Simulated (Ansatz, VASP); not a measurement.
# CoO: VASP beside Ansatz, part 2 of 3

Aim: how closely do two programs agree when they are given the same cell, functional and k mesh? The cell is taken from a series of runs on this material, whose earlier steps may have relaxed, scaled, displaced or heated it; both programs get it as it stands.

VASP 6.6.1 and Ansatz 0.2.0.

So far: Starting point; Ansatz: single point, PBEsol, DFT+U, pair 1.

### Step 3. VASP: single point, PBEsol, DFT+U, pair 1

Level of this step: PBEsol, DFT+U (Co d 4.9 eV), spin-polarised from a ferrimagnetic start; plane waves and PAW (Co, O) (VASP).

The same cell, functional, mesh and smearing now go to VASP, with its own data sets.

Lines of VASP's logs that name or quote its potential files are left out, and so is its time.

INCAR reads:

```
SYSTEM = CoO
PREC = Accurate
ENCUT = 520
EDIFF = 1E-06
NELM = 200
ISMEAR = -1
SIGMA = 0.05
LREAL = .FALSE.
ALGO = Normal
GGA = PS
NBANDS = 33
ISPIN = 2
MAGMOM = 2.6 2.6 -2.58 0.06 0.06 0.07
LDAU = .TRUE.
LDAUTYPE = 2
LDAUL = 2 -1
LDAUU = 4.9 0
LDAUJ = 0 0
LDAUPRINT = 1
LASPH = .TRUE.
LMAXMIX = 4
LORBIT = 11
LWAVE = .FALSE.
LCHARG = .FALSE.
ISIF = 2
GGA_COMPAT = .FALSE.
KPAR = 2
```

POSCAR reads:

```
CoO
1.0
    0.0000000000     -2.1315000000     -2.1315000000
   -4.2630000000      0.0000000000      0.0000000000
    2.1315000000      4.2630000000     -2.1315000000
Co O
3 3
Direct
    0.6666666667      0.6666666667      0.3333333333
    0.3333333333      0.3333333333      0.6666666667
    0.0000000000      0.0000000000      0.0000000000
    0.6666666667      0.1666666667      0.3333333333
    0.3333333333      0.8333333333      0.6666666667
    0.0000000000      0.5000000000      0.0000000000
```

KPOINTS reads:

```
Automatic mesh
0
Gamma
8 8 8
0 0 0
```

The projector-augmented-wave data sets are Co and O (PBE family, release 64).

Launch:

```console
mpirun -np 2 vasp_std
```

Numbers of over 12 decimals in the logs are rounded to 6 here.

The log of the run:

```text
[banner, memory and clock lines left out]
running    2 mpi-ranks, on    1 nodes
 distrk:  each k-point on    1 cores,    2 groups
 distr:  one band on    1 cores,    1 groups

 POSCAR found type information on POSCAR CoO
 POSCAR found :  2 types and       6 ions
|                                                                             |
|               ----> ADVICE to this user running VASP <----                  |
|                                                                             |
|     You enforced a specific xc type in the INCAR file but a different       |
|     [... a line on the potential file left out ...]
|     I HOPE YOU KNOW WHAT YOU ARE DOING!                                     |
|                                                                             |

 LDA part: xc-table for (Slater+PW92), standard interpolation
 POSCAR, INCAR and KPOINTS ok, starting setup
 FFT: planning ... GRIDC
 FFT: planning ... GRID_SOFT
 FFT: planning ... GRID
 WAVECAR not read
 entering main loop
       N       E                     dE             d eps       ncg     rms          rms(c)
DAV:   1     0.428270863838E+03    0.42827E+03   -0.20517E+04 12604   0.167E+03
DAV:   2     0.201588271992E+02   -0.40811E+03   -0.37292E+03 12887   0.388E+02
DAV:   3    -0.364426363401E+02   -0.56601E+02   -0.53823E+02 14709   0.164E+02
DAV:   4    -0.384055228720E+02   -0.19629E+01   -0.19471E+01 14773   0.323E+01
DAV:   5    -0.384562103827E+02   -0.50688E-01   -0.50631E-01 17391   0.477E+00    0.278E+01
DAV:   6    -0.365672873035E+02    0.18889E+01   -0.57872E+01 18696   0.111E+02    0.427E+01
DAV:   7    -0.355860485629E+02    0.98124E+00   -0.30168E+01 15810   0.109E+02    0.299E+01
DAV:   8    -0.340431373024E+02    0.15429E+01   -0.66195E+00 15368   0.549E+01    0.123E+01
DAV:   9    -0.354114389821E+02   -0.13683E+01   -0.45334E+00 18734   0.161E+01    0.889E+00
DAV:  10    -0.368058262341E+02   -0.13944E+01   -0.26454E+00 20759   0.194E+01    0.367E+00
DAV:  11    -0.371732641541E+02   -0.36744E+00   -0.39934E-01 17773   0.912E+00    0.185E+00
DAV:  12    -0.374030219995E+02   -0.22976E+00   -0.23525E-01 17728   0.533E+00    0.109E+00
DAV:  13    -0.374689546489E+02   -0.65933E-01   -0.67119E-02 17668   0.273E+00    0.729E-01
DAV:  14    -0.375007101872E+02   -0.31756E-01   -0.28158E-02 17621   0.200E+00    0.513E-01
DAV:  15    -0.375217492162E+02   -0.21039E-01   -0.37518E-02 17989   0.209E+00    0.271E-01
DAV:  16    -0.375279930826E+02   -0.62439E-02   -0.14419E-02 19836   0.118E+00    0.135E-01
DAV:  17    -0.375293232127E+02   -0.13301E-02   -0.35466E-03 18766   0.560E-01    0.811E-02
DAV:  18    -0.375296694097E+02   -0.34620E-03   -0.11214E-03 19022   0.327E-01    0.429E-02
DAV:  19    -0.375297657130E+02   -0.96303E-04   -0.29017E-04 19690   0.188E-01    0.189E-02
DAV:  20    -0.375297750090E+02   -0.92960E-05   -0.43372E-05 17006   0.581E-02    0.108E-02
DAV:  21    -0.375297775226E+02   -0.25136E-05   -0.67704E-06 14019   0.327E-02    0.463E-03
DAV:  22    -0.375297778570E+02   -0.33440E-06   -0.16656E-06  9761   0.119E-02
   1 F= -.37529778E+02 E0= -.37529778E+02  d E =-.477082E-10  mag=     3.0001
```

From OUTCAR (step 3):

```text
ion  position               nearest neighbor table
   1  0.667  0.667  0.333-   6 2.13   4 2.13   5 2.13   4 2.13   6 2.13   5 2.13   2 3.01   3 3.01
                             2 3.01   3 3.01   2 3.01   3 3.01   3 3.01   3 3.01   2 3.01   2 3.01
   2  0.333  0.333  0.667-   6 2.13   5 2.13   6 2.13   5 2.13   4 2.13   4 2.13   3 3.01   1 3.01
                             1 3.01   3 3.01   1 3.01   3 3.01   3 3.01   3 3.01   1 3.01   1 3.01
   3  0.000  0.000  0.000-   4 2.13   5 2.13   4 2.13   6 2.13   6 2.13   5 2.13   2 3.01   1 3.01
                             2 3.01   1 3.01   2 3.01   1 3.01   1 3.01   1 3.01   2 3.01   2 3.01
   4  0.667  0.167  0.333-   3 2.13   1 2.13   2 2.13   1 2.13   3 2.13   2 2.13
   5  0.333  0.833  0.667-   3 2.13   2 2.13   3 2.13   2 2.13   1 2.13   1 2.13
   6  0.000  0.500  0.000-   1 2.13   2 2.13   1 2.13   3 2.13   3 2.13   2 2.13

  LATTYP: Found a body centered orthorhombic cell.
 ALAT       =     3.0143962082
 B/A-ratio  =     1.4142135624
 C/A-ratio  =     3.0000000000

 Subroutine GETGRP returns: Found  8 space group operations
 (whereof  8 operations were pure point group operations)

The static configuration has the point symmetry D_2h.

 Found     95 irreducible k-points:

   k-points           NKPTS =     95   k-points in BZ     NKDIM =     95   number of bands    NBANDS=     33

   dimension x,y,z NGX =    24 NGY =   32 NGZ =   40
   dimension x,y,z NGXF=    48 NGYF=   64 NGZF=   80

   ENCUT  =  520.0 eV  38.22 Ry    6.18 a.u.   5.60  7.93  9.71*2*pi/ulx,y,z

   NELECT =      45.0000    total number of electrons

 k-points in reciprocal lattice and weights: Automatic mesh
   0.00000000  0.00000000  0.00000000       0.002
   0.12500000  0.00000000  0.00000000       0.008
   0.25000000  0.00000000  0.00000000       0.008
   0.37500000  0.00000000  0.00000000       0.008
   0.50000000  0.00000000  0.00000000       0.004
   0.00000000  0.12500000 -0.00000000       0.008
   0.12500000  0.12500000  0.00000000       0.016
   0.25000000  0.12500000 -0.00000000       0.016
   0.37500000  0.12500000  0.00000000       0.016
[...]
o =  1.0155  v =  0.0000  0.0000  0.0000  0.0000  0.0000  0.0000  0.0000  0.8660  0.0000  0.5000      0.0000  0.0000  0.0000  0.0000  0.0000  0.0000  0.0000  0.0000  0.0000  0.0000
  o =  1.0158  v =  0.0000  0.0000  0.0000  0.0000  0.0000  0.0000 -0.0080  0.5000  0.0000 -0.8660      0.0000  0.0000  0.0000  0.0000  0.0000  0.0000  0.0000  0.0000  0.0000  0.0000

 average (electrostatic) potential at core
       1 -81.1552       2 -81.1552       3 -81.0937       4 -67.7807       5 -67.7807
       6 -67.3919

 E-fermi :   7.8967

 spin component 1
 k-point     1 :       0.0000    0.0000    0.0000
  band No.  band energies     occupation
    ...
     20       5.1401      1.00000
     21       5.1477      1.00000
     22       5.1554      1.00000
     23       5.5868      1.00000
     24       6.2359      1.00000
     25       8.8964      0.00000
     26       9.1129      0.00000
     27      10.0812      0.00000
     28      10.7679      0.00000
     29      15.9192      0.00000
    ...

 k-point     2 :       0.1250    0.0000    0.0000
  band No.  band energies     occupation
    ...
     20       4.9566      1.00000
     21       5.3763      1.00000
     22       5.4604      1.00000
     23       5.5423      1.00000
     24       5.8395      1.00000
     25       9.2633      0.00000
     26       9.7066      0.00000
     27      10.0453      0.00000
     28      10.8115      0.00000
     29      15.8907      0.00000
    ...

 k-point     3 :       0.2500    0.0000    0.0000
  band No.  band energies     occupation
    ...
     20       4.8429      1.00000
     21       5.1751      1.00000
     22       5.3508      1.00000
     23       5.5890      1.00000
     24       5.8184      1.00000
     25       9.6227      0.00000
     26       9.8860      0.00000
     27      10.7223      0.00000
     28      11.6345      0.00000
     29      15.1802      0.00000
    ...

 k-point     4 :       0.3750    0.0000    0.0000
  band No.  band energies     occupation
    ...
     20       4.8271      1.00000
     21       4.8479      1.00000
     22       5.1617      1.00000
     23       5.6353      1.00000
     24       6.0071      1.00000
     25       9.9554      0.00000
     26      10.0727      0.00000
     27      10.7816      0.00000
     28      13.2356      0.00000
     29      14.1484      0.00000
    ...

 k-point     5 :       0.5000    0.0000    0.0000
  band No.  band energies     occupation
    ...
     20       4.6335      1.00000
     21       4.8983      1.00000
     22       5.0342      1.00000
     23       5.6228      1.00000
     24       6.1392      1.00000
     25      10.0795      0.00000
     26      10.2087      0.00000
     27      10.7949      0.00000
     28      13.6347      0.00000
     29      14.5062      0.00000
    ...

 k-point     6 :       0.0000    0.1250   -0.0000
  band No.  band energies     occupation
    ...
     20       5.0112      1.00000
     21       5.1999      1.00000
     22       5.3148      1.00000
     23       5.6733      1.00000
     24       6.3128      1.00000
     25       9.1049      0.00000
     26       9.3856      0.00000
     27      10.0921      0.00000
     28      10.9264      0.00000
     29      15.3898      0.00000
    ...

  Total       -1.2237715     -2.4577206     -2.4577206      0.0000000      0.4242834      0.0000000
  in kB      -33.7445515    -67.7697419    -67.7697419      0.0000000     11.6992864      0.0000000
  external PRESSURE =     -56.4280118 kB  Pullay stress =       0.0000000 kB

  energy-cutoff  :      520.00
  volume of cell :       58.10
      direct lattice vectors                 reciprocal lattice vectors
     0.000000000 -2.131500000 -2.131500000     0.000000000 -0.156384393 -0.312768786
    -4.263000000  0.000000000  0.000000000    -0.234576589  0.078192196 -0.078192196
     2.131500000  4.263000000 -2.131500000     0.000000000  0.156384393 -0.156384393

 POSITION                                       TOTAL-FORCE (eV/Angst)
 -----------------------------------------------------------------------------------
     -2.13150     -0.00000     -2.13150        -0.000000     -0.120122      0.120122
      0.00000      2.13150     -2.13150         0.000000      0.120122     -0.120122
      0.00000      0.00000      0.00000         0.000000     -0.000000      0.000000
     -0.00000     -0.00000     -2.13150         0.000000     -0.115517      0.115517
     -2.13150      2.13150     -2.13150        -0.000000      0.115517     -0.115517
     -2.13150      0.00000      0.00000        -0.000000     -0.000000      0.000000
 -----------------------------------------------------------------------------------
    total drift:                                0.000000     -0.000000     -0.000000

  FREE ENERGIE OF THE ION-ELECTRON SYSTEM (eV)
  ---------------------------------------------------
  free  energy   TOTEN  =       -37.5297778570 eV

  energy  without entropy=      -37.5297778570  energy(sigma->0) =      -37.52977786

 total charge
# of ion       s       p       d       tot
------------------------------------------
    1        0.309   0.374   7.136   7.819
    2        0.309   0.374   7.136   7.819
    3        0.307   0.375   7.155   7.837
    4        1.547   3.442   0.000   4.989
    5        1.547   3.442   0.000   4.989
    6        1.543   3.443   0.000   4.986
--------------------------------------------------
tot          5.562  11.449  21.428  38.439

 magnetization (x)
# of ion       s       p       d       tot
------------------------------------------
    1        0.016   0.014   2.739   2.770
    2        0.016   0.014   2.739   2.770
    3       -0.012  -0.010  -2.705  -2.727
    4        0.006   0.032   0.000   0.038
    5        0.006   0.032   0.000   0.038
    6        0.007   0.068   0.000   0.076
--------------------------------------------------
tot          0.039   0.151   2.774   2.964

[... 6 further parts left out ...]
```

The run ends at a pressure of -5.64 GPa, with forces up to 0.17 eV/Å.

### Step 4. Comparison

Known differences besides the potentials themselves: VASP starts from the moments at which Ansatz ended; U acts on the PAW sphere in VASP and on atomic orbitals in Ansatz, so only states and trends compare; the data sets hold 69 valence electrons in Ansatz (on its default PAW (the set named soft_2) files) and 45 in VASP; the cutoff is 420 eV in Ansatz and 520 eV in VASP; Ansatz makes its cores anew for this functional, VASP keeps those of its PBE data sets; site moments are counted in spheres of each program's own size. Total energies have different zeros and are not compared.

Both answers:

```
              quantity  Ansatz   VASP  difference
gap on the k mesh (eV)   1.893  2.037      -0.143
     total moment (μB)    3.00   3.00        0.00
    moment on Co1 (μB)    2.60   2.77       -0.17
    moment on Co2 (μB)    2.60   2.77       -0.17
    moment on Co3 (μB)   -2.58  -2.73       +0.15
     moment on O6 (μB)    0.07   0.08       -0.01
     moment on O4 (μB)    0.07   0.04       +0.03
     moment on O5 (μB)    0.07   0.04       +0.03
```

A gap on the mesh is an upper bound, since the band edges may lie between its points.

### Step 5. What the set-up changes

Further runs change the set-up of one program: Ansatz's method, potentials or start, or VASP's data sets, cutoff or form of LDA. The table gives Ansatz less VASP for each quantity, since a change that brings one quantity closer may part another.

```
                                run  gap on the k mesh (eV)  total moment (μB)
                           as above                   -0.14            -1.0e-4
VASP with the data sets Co_sv and O                   0.083                  0
```

### Step 6. Ansatz: single point, PBEsol, DFT+U, pair 2

With cell and atoms fixed, the geometry can't cause a difference; cores, projectors, grids and the points listed under the comparison can.

The cell is taken from a series of runs on this material, whose earlier steps may have relaxed, scaled, displaced or heated it; both programs get it as it stands.

input.yaml reads:

```yaml
crystal:
  lattice:
    - [0.0, 2.1315, 2.1315]
    - [0.0, 2.1315, -2.1315]
    - [-6.3945, -2.1315, 0.0]
  atoms:
    - { symbol: Co, position: [0.0, 0.0, 0.0], spin: 3.0 }
    - { symbol: Co, position: [0.333333333, 0.333333333, 0.666666667], spin: 3.0 }
    - { symbol: Co, position: [0.666666667, 0.666666667, 0.333333333], spin: 3.0 }
    - { symbol: O, position: [0.833333333, 0.833333333, 0.666666667] }
    - { symbol: O, position: [0.166666667, 0.166666667, 0.333333333] }
    - { symbol: O, position: [0.5, 0.5, 0.0] }
magnetization:
  spin_polarized: true
kpoints:
  mp_grid: { grid: [8, 8, 8] }
hamiltonian:
  xc: pbesol
  hubbard:
    sites:
      - { species: Co, l: d, u_eff: 4.9 }
      - { site: 0, l: d, u_eff: 4.9, starting_ns: [{ spin: up, occupation_matrix: co1_major }, { spin: down, occupation_matrix: co1_minor }] }
      - { site: 1, l: d, u_eff: 4.9, starting_ns: [{ spin: up, occupation_matrix: co1_major }, { spin: down, occupation_matrix: co1_minor }] }
      - { site: 2, l: d, u_eff: 4.9, starting_ns: [{ spin: up, occupation_matrix: co1_major }, { spin: down, occupation_matrix: co1_minor }] }
    projectors: ortho-atomic
    occupation_matrices:
      co1_major:
        matrix:
          - [0.997, 0.0, 0.0, 0.0, 0.0]
          - [0.0, 0.999, 0.0, 0.0, 0.0]
          - [0.0, 0.0, 0.999, 0.0, 0.0]
          - [0.0, 0.0, 0.0, 0.997, 0.0]
          - [0.0, 0.0, 0.0, 0.0, 0.999]
      co1_minor:
        matrix:
          - [0.162, -0.068, -0.068, 0.0, -0.135]
          - [-0.068, 0.654, -0.305, -0.117, 0.305]
          - [-0.068, -0.305, 0.654, 0.117, 0.305]
          - [0.0, -0.117, 0.117, 0.162, 0.0]
          - [-0.135, 0.305, 0.305, 0.0, 0.654]
scf:
  occupations: { method: fermi_dirac, width: 0.05 }
output:
  eigenvalues: true
```

Launch:

```console
ansatz run input.yaml --threads 4 --pin off --max-ram 8192MiB --backend cpu --events-out ev --progress --plain --runs-dir out
```

The log of the run:

```text
[...]
Crystal: 6 atoms, lattice volume = 58.104 Å³
Basis set: ecut = 420 eV, 1097 PW (Γ)
Bands: 47, of which v1, the nominal top of the filled ones, is band 35 counted from 1 (34 counted from 0)
Symmetry: 6 space group operations
k-points: 260 of 512
[...]
Starting moments: Σ|m| = 9 μB on 3 of 6 sites
[...]
k-point 1 ↑: bands = [... 31 lower, 10.1960, 10.3653, 10.4114, 10.6381, 10.8457, 10.9524, 11.0074, 11.0354, ... 8 higher]
  k-point 2 ↑: bands = [... 31 lower, 9.9567, 10.1441, 10.5378, 10.7999, 10.8813, 10.9856, 11.0031, 11.0619, ... 8 higher]
  k-point 259 ↓: bands = [... 31 lower, 15.8417, 15.8417, 15.9640, 16.1796, 16.1796, 16.3018, 16.6226, 16.6226, ... 8 higher]
Occupation matrices written to <dir>
[key lines of the parts left out:]
SCF converged after 12 iterations
Magnetization: 9.0000 μB (39.0000 up, 30.0000 down)
Free energy (F): -16953.422031 eV
Fermi energy:    13.947734 eV
```

### Step 7. VASP: single point, PBEsol, DFT+U, pair 2

The same cell, functional, mesh and smearing now go to VASP, with its own data sets.

INCAR: that of step 3 with these lines changed.

```diff
@@ -10,5 +10,5 @@
 GGA = PS
-NBANDS = 33
+NBANDS = 36
 ISPIN = 2
-MAGMOM = 2.6 2.6 -2.58 0.06 0.06 0.07
+MAGMOM = 2.62 2.62 2.62 0.2 0.2 0.2
 LDAU = .TRUE.
```

POSCAR reads:

```
CoO
1.0
    0.0000000000      2.1315000000      2.1315000000
    0.0000000000      2.1315000000     -2.1315000000
   -6.3945000000     -2.1315000000      0.0000000000
Co O
3 3
Direct
    0.0000000000      0.0000000000      0.0000000000
    0.3333333333      0.3333333333      0.6666666667
    0.6666666667      0.6666666667      0.3333333333
    0.8333333333      0.8333333333      0.6666666667
    0.1666666667      0.1666666667      0.3333333333
    0.5000000000      0.5000000000      0.0000000000
```

KPOINTS is that of step 3.

Launch:

```console
mpirun -np 2 vasp_std
```

The log of the run:

```text
[banner, memory and clock lines left out]
running    2 mpi-ranks, on    1 nodes
[...]
[... a notice as in an earlier step ...]

 LDA part: xc-table for (Slater+PW92), standard interpolation
 POSCAR, INCAR and KPOINTS ok, starting setup
[...]
entering main loop
       N       E                     dE             d eps       ncg     rms          rms(c)
DAV:   1     0.430492265266E+03    0.43049E+03   -0.20294E+04  8568   0.154E+03
DAV:   2     0.187426369621E+02   -0.41175E+03   -0.37138E+03  8688   0.368E+02
DAV:   3    -0.369778777482E+02   -0.55721E+02   -0.53129E+02  9244   0.150E+02
DAV:   4    -0.387477097843E+02   -0.17698E+01   -0.17537E+01  9800   0.281E+01
[...]
DAV:  17    -0.371254057372E+02   -0.68751E-05   -0.11375E-05 10664   0.559E-02    0.773E-03
DAV:  18    -0.371254077590E+02   -0.20219E-05   -0.38870E-06  9216   0.223E-02    0.252E-03
DAV:  19    -0.371254079080E+02   -0.14896E-06   -0.38907E-07  4860   0.783E-03
   1 F= -.37125408E+02 E0= -.37125358E+02  d E =-.100550E-03  mag=     8.9997
```

OUTCAR, selected parts (step 7):

```text
  Total        1.1483942     -3.2278222     -3.2278222      0.0000000      0.0000000     -0.0000000
  in kB       31.6660799    -89.0046963    -89.0046963      0.0000000      0.0000000     -0.0000000
  external PRESSURE =     -48.7811042 kB  Pullay stress =       0.0000000 kB

 POSITION                                       TOTAL-FORCE (eV/Angst)
 -----------------------------------------------------------------------------------
      0.00000      0.00000      0.00000        -0.000000     -0.000000     -0.000000
     -4.26300     -0.00000      0.00000        -0.000000      0.000000     -0.000000
     -2.13150      2.13150      0.00000         0.000000     -0.000000      0.000000
     -4.26300      2.13150      0.00000        -0.000000     -0.000000     -0.000000
     -2.13150      0.00000      0.00000        -0.000000     -0.000000     -0.000000
      0.00000      2.13150      0.00000        -0.000000      0.000000     -0.000000
 -----------------------------------------------------------------------------------
    total drift:                                0.000000      0.000000      0.000000

  FREE ENERGIE OF THE ION-ELECTRON SYSTEM (eV)
  ---------------------------------------------------
  free  energy   TOTEN  =       -37.1254079080 eV

  energy  without entropy=      -37.1253073578  energy(sigma->0) =      -37.12535763

 magnetization (x)
# of ion       s       p       d       tot
------------------------------------------
    1        0.020   0.019   2.742   2.781
    2        0.020   0.019   2.742   2.781
    3        0.020   0.019   2.742   2.781
    4        0.020   0.161   0.000   0.181
    5        0.020   0.161   0.000   0.181
    6        0.020   0.161   0.000   0.181
--------------------------------------------------
tot          0.122   0.539   8.225   8.886

[... 3 further parts left out ...]
[key lines of the parts left out:]
E-fermi :   7.3057
```

The run ends at a pressure of -4.88 GPa.

### Step 8. Side by side

What differs besides the data sets and the points named for the pairs above, as far as they apply: the data sets hold 69 valence electrons in Ansatz (on its default PAW (the set named soft_2) files) and 45 in VASP. Total energies have different zeros and are not compared.

Compared:

```
          quantity  Ansatz  VASP  difference
 total moment (μB)    9.00  9.00        0.00
moment on Co1 (μB)    2.62  2.78       -0.16
moment on Co2 (μB)    2.62  2.78       -0.16
moment on Co3 (μB)    2.62  2.78       -0.16
 moment on O4 (μB)    0.20  0.18       +0.02
 moment on O5 (μB)    0.20  0.18       +0.02
 moment on O6 (μB)    0.20  0.18       +0.02
```

(Part 2 of 3 ends here.)

[Lines on the potential files, build, host, timing and source positions are cut from VASP's logs without a mark.]

[Logs are printed without paths, hosts, clocks, repeated set-up lines and the standing remarks that a program may print on its own settings, such as how far it seeks lower states.]

[Hosts, paths, dates, database ids (printed as entryN), source tags and the programs' standing remarks are cut or masked in the printed files.]
